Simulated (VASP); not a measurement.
Consider the following.

```
Mg2Si
1.0
    0.00000     2.76881     2.76881
    2.76881     0.00000     2.76881
    2.76881     2.76881     0.00000
Mg Si
2 1
Cartesian
  1.38441   1.38441   1.38441
  4.15322   4.15322   4.15322
  0.00000   0.00000   0.00000
```

These are LDA (Ceperley-Alder, Perdew-Zunger), VASP's LDA PAW potentials (set 64) (plane waves; VASP) values and carry that method's errors. Settings: 500 eV cut-off, 10×10×10 Γ-centred mesh, first-order Methfessel-Paxton smearing of 0.10 eV, potentials Mg Si.

**Question.** What does the run give for the energy per atom (σ→0), pressure, band gap (on the k-mesh) with the smallest direct gap where there is one?

**Answer.** 
| Quantity | Value |
|---|---|
| band gap (on the k-mesh) | none (metal, semimetal or under 0.01 eV) |
| energy per atom (σ→0) | -2.733 eV/atom |
| pressure | 44.94 GPa |

Only differences to runs with the same potentials and settings are physical.

The compound is Mg2Si in the antifluorite structure. It was relaxed first under an external pressure of 45 GPa.
